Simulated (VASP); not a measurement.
Given:

```
BaO
1.0
    0.00000     2.85294     2.85294
    2.85294     0.00000     2.85294
    2.85294     2.85294     0.00000
Ba O
1 1
Direct
  0.00000   0.00000   0.00000
  0.50000   0.50000   0.50000
```

Computed with vdW-DF2, VASP's PBE PAW potentials (set 64) (plane waves; VASP). Run with 520 eV cut-off, Gaussian smearing of 0.050 eV, potentials Ba_sv O.

Unless said otherwise, spin-orbit coupling is left out, though it shifts the bands of the heavy elements here.

Give the energies of bands 6 to 11 at the high-symmetry points, in eV from the valence-band maximum.

| band | Γ | X | U | L | W |
|---|---|---|---|---|---|
| 6 | -0.14 | -0.04 | -0.71 | -1.64 | -0.99 |
| 7 | -0.14 | -0.04 | -0.51 | -1.08 | -0.14 |
| 8 | -0.14 | 0.00 | -0.11 | -1.08 | -0.14 |
| 9 | 3.29 | 2.29 | 3.56 | 4.84 | 4.63 |
| 10 | 4.72 | 5.73 | 6.37 | 6.87 | 4.63 |
| 11 | 4.72 | 8.61 | 6.67 | 6.87 | 6.57 |

The gap is direct, 2.29 eV, from the valence maximum at X to the conduction minimum at X.

Measured: gap 4.40 eV (computed value off by -2.11 eV), as given by Abedi et al., (2022), arXiv:2211.14644.

The compound is BaO in the rock salt structure. It was relaxed first, which changed the volume by +9 %.
